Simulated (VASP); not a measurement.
Level of theory: PBEsol GGA, VASP's PBE PAW potentials (set 64) (plane waves; VASP).

The input files of a VASP run:

### INCAR
```
# general
SYSTEM   =  CsBr
PREC     =  Accurate
ENCUT    =  400
LREAL    =  .False.
LASPH    =  .True.

# electronic loop
EDIFF    =  1E-6
NELM     =  100
ALGO     =  Normal
LMAXMIX  =  4

# smearing
ISMEAR   =  0
SIGMA    =  0.05

# functional
GGA      =  PS

# ions
IBRION   =  2
NSW      =  60
ISIF     =  3
EDIFFG   =  -0.01

# output
LWAVE    =  .False.
LCHARG   =  .False.
```

**POSCAR**
```
CsBr
1
    4.2900000000     0.0000000000     0.0000000000
    0.0000000000     4.2900000000     0.0000000000
    0.0000000000     0.0000000000     4.2900000000
Cs Br
1 1
Direct
  0.0000000000   0.0000000000   0.0000000000
  0.5000000000   0.5000000000   0.5000000000
```

KPOINTS:
```
Automatic mesh
0
Gamma
6 6 6
0 0 0
```

POTCAR, in this order: Cs_sv Br (PBE.64 set). Program: vasp_std.

Energy and stress use the plane-wave basis of the starting cell. Unless said otherwise, spin-orbit coupling is left out, though it shifts the bands of the heavy elements here.

Question: Predict the energy per atom (σ→0), volume per atom, band gap (on the k-mesh).

Answer: 
- energy per atom (σ→0): -3.174 eV/atom
- band gap (on the k-mesh): 4.42 eV
- volume per atom: 38.33 Å³/atom

### OSZICAR
```
...
DAV:   1    -0.636354542789E+01   -0.16763E-01   -0.30217E-01   480   0.355E+00    0.573E-01
DAV:   2    -0.635062206621E+01    0.12923E-01   -0.18747E-02   492   0.809E-01    0.232E-01
DAV:   3    -0.634764924664E+01    0.29728E-02   -0.92593E-03   480   0.570E-01    0.939E-02
DAV:   4    -0.634758758842E+01    0.61658E-04   -0.28262E-04   500   0.110E-01    0.305E-02
DAV:   5    -0.634758701490E+01    0.57352E-06   -0.27784E-05   556   0.338E-02    0.158E-02
DAV:   6    -0.634758805018E+01   -0.10353E-05   -0.17376E-06   344   0.976E-03    0.328E-03
DAV:   7    -0.634758809690E+01   -0.46721E-07   -0.45875E-07   252   0.432E-03
   3 F= -.63475881E+01 E0= -.63475881E+01  d E =-.357068E-02
```

The compound is CsBr in the CsCl type structure. This run relaxes it. Symmetry was kept, so distortions that lower it aren't found.
